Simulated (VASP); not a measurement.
Consider the following.

```yaml
crystal:
  lattice:
    - [0.00000, 3.00000, 3.00000]
    - [3.00000, 0.00000, 3.00000]
    - [3.00000, 3.00000, 0.00000]
  atoms:
    - { symbol: Li, position: [0.25000, 0.25000, 0.25000] }
    - { symbol: Li, position: [0.75000, 0.75000, 0.75000] }
    - { symbol: Se, position: [0.00000, 0.00000, 0.00000] }
```

These are PBE GGA, VASP's PBE PAW potentials (set 64) (plane waves; VASP 6.6.1) values and carry that method's errors. Numerical set-up: EDIFF = 1E-5, 520 eV cut-off, 7×7×7 Γ-centred mesh, Gaussian smearing of 0.050 eV, potentials Li_sv Se.

Predict the energy per atom (σ→0).

energy per atom (σ→0): -3.711 eV/atom

The compound is Li2Se in the antifluorite structure. The cell was not relaxed at this level. The run is one of a series of settings (EDIFF = 1E-5 against the base run), some of them coarse on purpose.
